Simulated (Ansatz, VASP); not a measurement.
# Bi8Te9Se3 in two plane-wave programs, part 2 of 2

Aim: how closely do two programs agree when they are given the same cell, functional and k mesh? The cell is generated by rule, not measured, and may not be a known phase. Of the first pair: The structure shown is the start of the Ansatz relaxation below; VASP solves that cell, so the two are compared at the walk's first step.

VASP 6.6.1 and Ansatz 0.2.0.

So far. Step 3 (VASP: single point, PBEsol with D3(BJ), start cell …): The run ends at a pressure of -3.30 GPa, with forces up to 1.0 eV/Å.

**6. VASP: single point, PBEsol with D3(BJ), relaxed cell, pair 2**

Level of this step: PBEsol with D3(BJ); plane waves and PAW (Bi_d, Se, Te); invented cell (VASP).

The same cell, functional, mesh and smearing now go to VASP, with its own data sets.

INCAR

```
SYSTEM = Bi8Te9Se3
PREC = Accurate
ENCUT = 500
EDIFF = 1E-06
NELM = 120
ISMEAR = -1
SIGMA = 0.02
LREAL = Auto
ALGO = Normal
GGA = PS
IVDW = 12
NBANDS = 224
LORBIT = 11
LWAVE = .FALSE.
LCHARG = .FALSE.
ISIF = 2
LASPH = .TRUE.
GGA_COMPAT = .FALSE.
KPAR = 4
```

POSCAR

```
Bi8Te9Se3
1.0
   -0.0254523509     -2.4437533805      9.7397870948
   10.6376821399      3.6681829546     -0.0268177656
   -2.1467683099     11.0600665250      0.0212278992
Bi Se Te
16 6 18
Direct
    0.2028688030      0.0527264548      0.2415211527
    0.2083452412      0.9274758661      0.6327775158
    0.2049487137      0.8039766962      0.9962594713
    0.1993693812      0.6712288115      0.3791474482
    0.1924180214      0.5445920863      0.7525121771
    0.2030244693      0.4241066525      0.1128047422
    0.2017553171      0.3062608578      0.5020932442
    0.1956701082      0.1712747356      0.8827812509
    0.7956614240      0.0747376056      0.3722240315
    0.8004238789      0.9494381434      0.7572905566
    0.8040433037      0.8318601944      0.1220401850
    0.8019052839      0.6940365039      0.4971391592
    0.7967057200      0.5692268363      0.8760191372
    0.8068453223      0.4524940105      0.2565624384
    0.8062505091      0.3282753908      0.6272113349
    0.8073468836      0.2006487507      0.9973561595
    0.0046251168      0.9967089582      0.0011772093
    0.0032537054      0.5003951162      0.5036730537
    0.0000019070      0.3720457590      0.8742720878
    0.3619107852      0.9806717677      0.8693831257
    0.3563775662      0.6020023892      0.9837222469
    0.3633081280      0.2236222852      0.1143950670
    0.0068141198      0.8789752211      0.3784696259
    0.9979099323      0.7495389696      0.7492547849
    0.0059679375      0.6259791013      0.1224891979
    0.0053349790      0.2524453815      0.2496328490
    0.0014317217      0.1243591667      0.6262479353
    0.6191652754      0.0299445883      0.1232762122
    0.6258346920      0.8964200796      0.5096856459
    0.6189968978      0.7715126049      0.8839291115
    0.6229703125      0.6534726852      0.2469225013
    0.6183268852      0.5233551442      0.6281930818
    0.6245976362      0.3953675997      0.0146389518
    0.6231948764      0.2780410335      0.3810614075
    0.6219729412      0.1525565357      0.7544957730
    0.3771150001      0.1034712873      0.4911456951
    0.3799571999      0.8463961471      0.2471727710
    0.3773708214      0.7191305768      0.6261885110
    0.3784500365      0.4748060961      0.3620015914
    0.3775291460      0.3464219094      0.7528315586
```

KPOINTS

```
Automatic mesh
0
Gamma
2 2 2
0 0 0
```

Potentials, in the order of the species: Bi_d, Se and Te (PBE family, release 64).

Started as:

```console
$ mpirun -np 4 vasp_std
```

Numbers of over 12 decimals in the logs are rounded to 6 here.

The log of the run:

```text
[banner, memory and clock lines left out]
running    4 mpi-ranks, on    1 nodes
[...]
[... a notice as in an earlier step ...]

 LDA part: xc-table for (Slater+PW92), standard interpolation
 POSCAR, INCAR and KPOINTS ok, starting setup
[...]
entering main loop
       N       E                     dE             d eps       ncg     rms          rms(c)
DAV:   1     0.417886252371E+04    0.41789E+04   -0.16775E+05  3584   0.169E+03
DAV:   2     0.474295102480E+03   -0.37046E+04   -0.36070E+04  3848   0.451E+02
DAV:   3    -0.119325726487E+03   -0.59362E+03   -0.56699E+03  4224   0.198E+02
DAV:   4    -0.165063313884E+03   -0.45738E+02   -0.44685E+02  4096   0.520E+01
[...]
DAV:  15    -0.165095214482E+03    0.16199E-04   -0.26209E-05  3704   0.151E-02    0.168E-02
DAV:  16    -0.165095215753E+03   -0.12709E-05   -0.22500E-05  3288   0.656E-03    0.837E-03
DAV:  17    -0.165095215478E+03    0.27517E-06   -0.13322E-06  2296   0.366E-03
   1 F= -.18305399E+03 E0= -.18305104E+03  d E =-.590347E-02
```

Parts of OUTCAR (step 6):

```text
 Edisp (eV)  -17.95878

  Total       0.17440     0.12264     0.16300     0.03343    -0.01930    -0.07042
  in kB       0.22847     0.16066     0.21354     0.04379    -0.02528    -0.09225
  external pressure =        0.20 kB  Pullay stress =        0.00 kB

 POSITION                                       TOTAL-FORCE (eV/Angst)
 -----------------------------------------------------------------------------------
      0.03723      2.36889      1.97961         0.006888     -0.006529     -0.006814
      8.50246      9.89157      2.01780         0.006064      0.003550     -0.009877
      6.40849     13.46699      1.99574        -0.001170     -0.003861     -0.010099
      6.32130      6.16838      1.93186         0.003874     -0.002569     -0.013793
      4.17283      9.85028      1.87548        -0.004962      0.008185     -0.011912
      4.26418      2.30719      1.96844        -0.004412     -0.007504     -0.014596
      2.17489      6.18357      1.96750         0.000112      0.006688     -0.010748
     -0.07814      9.91372      1.91993        -0.001835      0.000534     -0.017672
     -0.02430      2.44657      7.75547         0.000345      0.003878      0.002894
      8.45372      9.90236      7.78657        -0.003708      0.000235      0.016261
      8.56661      2.43630      7.81149         0.002581     -0.001513      0.011654
      6.29529      6.08459      7.80233        -0.000062      0.001940      0.010439
      4.15437      9.82991      7.76307        -0.000402      0.001756      0.010034
      4.24217      2.52570      7.85181        -0.000743      0.000949      0.013895
[...]
-----------------------------------------------------------------------------------
    total drift:                                0.030376      0.015124      0.010595

  FREE ENERGIE OF THE ION-ELECTRON SYSTEM (eV)
  ---------------------------------------------------
  free  energy   TOTEN  =      -183.0539907651 eV

  energy  without entropy=     -183.0480872915  energy(sigma->0) =     -183.05103903

[... 1 part as in an earlier step ...]

[... 2 further parts left out ...]
[key lines of the parts left out:]
E-fermi :   6.6889
```

The gap is under twice the smearing width, so the edge states are partly filled and the run can't tell a small gap from a semimetal.

**7. Differences**

What differs besides the data sets and the points named for the pairs above, as far as they apply: the data sets hold 624 valence electrons in Ansatz (on its PAW soft_1 files) and 384 in VASP; the cutoff is 420 eV in Ansatz and 500 eV in VASP (PREC = Accurate, projectors in real space). Total energies have different zeros and are not compared.

The two programs side by side:

```tsv
quantity	Ansatz	VASP	difference
pressure (GPa)	0.00	0.02	-0.02
gap on the k mesh (eV)	0.050	0.038	+0.011
```

At this near-relaxed geometry the largest component of a force difference is 25 meV/Å. A gap on the mesh is an upper bound, since the band edges may lie between its points; neither run holds spin-orbit coupling, which can move the band edges of a compound of Bi.

**8. What came out**

| Property | Result |
| --- | --- |
| r.m.s. force difference (single point, PBEsol with D3(BJ), start cell, pair 1) | 3.0 % of the r.m.s. force |
| difference in gap on the k mesh (single point, PBEsol with D3(BJ), relaxed cell, pair 2) | 0.011 eV |
| r.m.s. force difference (single point, PBEsol with D3(BJ), relaxed cell, pair 2) | 8.7 meV/Å |

The r.m.s. force difference is 3.0 % of the r.m.s. force (single point, PBEsol with D3(BJ), start cell, pair 1), at about the 3 % picked in this series as the mark of a large difference. The data sets hold unlike numbers of valence electrons (624 in Ansatz and 384 in VASP), so part of the differences comes from the potentials. Such differences can come from data sets, numerical settings and the points named under the comparisons, not from the functional's error against experiment.

[Lines on the potential files, build, host, timing and source positions are cut from VASP's logs without a mark.]

[Logs are printed without paths, hosts, clocks, repeated set-up lines and the standing remarks that a program may print on its own settings, such as how far it seeks lower states.]

[Hosts, paths, dates, database ids (printed as entryN), source tags and the programs' standing remarks are cut or masked in the printed files.]
